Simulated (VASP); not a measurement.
Here is the system:

```yaml
crystal:
  lattice:
    - [3.65503, 0.00000, 0.00000]
    - [-1.82752, 3.16535, 0.00000]
    - [0.00000, 0.00000, 6.69494]
  atoms:
    - { symbol: Hf, position: [0.00000, 0.00000, 0.00000] }
    - { symbol: Hf, position: [0.00000, 0.00000, 0.50000] }
    - { symbol: Si, position: [0.33333, 0.66667, 0.25000] }
    - { symbol: Si, position: [0.66667, 0.33333, 0.75000] }
```

All values below come from PBEsol GGA, VASP's PBE PAW potentials (set 64) (plane waves; VASP). Settings: 400 eV cut-off, 11×11×5 Γ-centred mesh, tetrahedra with Blöchl corrections, potentials Hf_pv Si.

Unless said otherwise, spin-orbit coupling is left out, though it shifts the bands of the heavy elements here.

**Question.** Tabulate the total density of states (states/eV per cell) against energy (eV; zero at the valence-band maximum or, without a gap, the Fermi level).

**Answer.** 
```json
[
 {"E (eV)": "-9.97", "DOS (states/eV)": "0.11"},
 {"E (eV)": "-9.68", "DOS (states/eV)": "0.27"},
 {"E (eV)": "-9.28", "DOS (states/eV)": "0.46"},
 {"E (eV)": "-8.98", "DOS (states/eV)": "0.49"},
 {"E (eV)": "-8.58", "DOS (states/eV)": "0.68"},
 {"E (eV)": "-8.28", "DOS (states/eV)": "0.85"},
 {"E (eV)": "-7.88", "DOS (states/eV)": "1.22"},
 {"E (eV)": "-7.59", "DOS (states/eV)": "2.11"},
 {"E (eV)": "-7.19", "DOS (states/eV)": "3.22"},
 {"E (eV)": "-6.89", "DOS (states/eV)": "2.66"},
 {"E (eV)": "-6.49", "DOS (states/eV)": "0.00"},
 {"E (eV)": "-6.20", "DOS (states/eV)": "0.00"},
 {"E (eV)": "-5.80", "DOS (states/eV)": "0.00"},
 {"E (eV)": "-5.50", "DOS (states/eV)": "0.03"},
 {"E (eV)": "-5.20", "DOS (states/eV)": "0.09"},
 {"E (eV)": "-4.80", "DOS (states/eV)": "0.51"},
 {"E (eV)": "-4.50", "DOS (states/eV)": "1.06"},
 {"E (eV)": "-4.11", "DOS (states/eV)": "1.55"},
 {"E (eV)": "-3.81", "DOS (states/eV)": "2.83"},
 {"E (eV)": "-3.41", "DOS (states/eV)": "2.31"},
 {"E (eV)": "-3.11", "DOS (states/eV)": "1.33"},
 {"E (eV)": "-2.71", "DOS (states/eV)": "1.17"},
 {"E (eV)": "-2.42", "DOS (states/eV)": "1.93"},
 {"E (eV)": "-2.02", "DOS (states/eV)": "3.62"},
 {"E (eV)": "-1.72", "DOS (states/eV)": "6.48"},
 {"E (eV)": "-1.32", "DOS (states/eV)": "4.86"},
 {"E (eV)": "-1.02", "DOS (states/eV)": "3.70"},
 {"E (eV)": "-0.73", "DOS (states/eV)": "1.75"},
 {"E (eV)": "-0.33", "DOS (states/eV)": "1.36"},
 {"E (eV)": "-0.03", "DOS (states/eV)": "0.85"},
 {"E (eV)": "0.37", "DOS (states/eV)": "4.14"},
 {"E (eV)": "0.67", "DOS (states/eV)": "3.55"},
 {"E (eV)": "1.06", "DOS (states/eV)": "2.60"},
 {"E (eV)": "1.36", "DOS (states/eV)": "1.71"},
 {"E (eV)": "1.76", "DOS (states/eV)": "1.37"},
 {"E (eV)": "2.06", "DOS (states/eV)": "1.91"},
 {"E (eV)": "2.46", "DOS (states/eV)": "1.91"},
 {"E (eV)": "2.75", "DOS (states/eV)": "2.41"},
 {"E (eV)": "3.15", "DOS (states/eV)": "1.74"},
 {"E (eV)": "3.45", "DOS (states/eV)": "1.77"}
]
```
Within 2 eV below the Fermi level the largest weight inside VASP's projection spheres is Hf d, then Si p.

The structure was generated: HfSi was put into the NiAs type type (P6_3/mmc), which need not be its known phase. It was relaxed first, which changed the volume by -32 %.
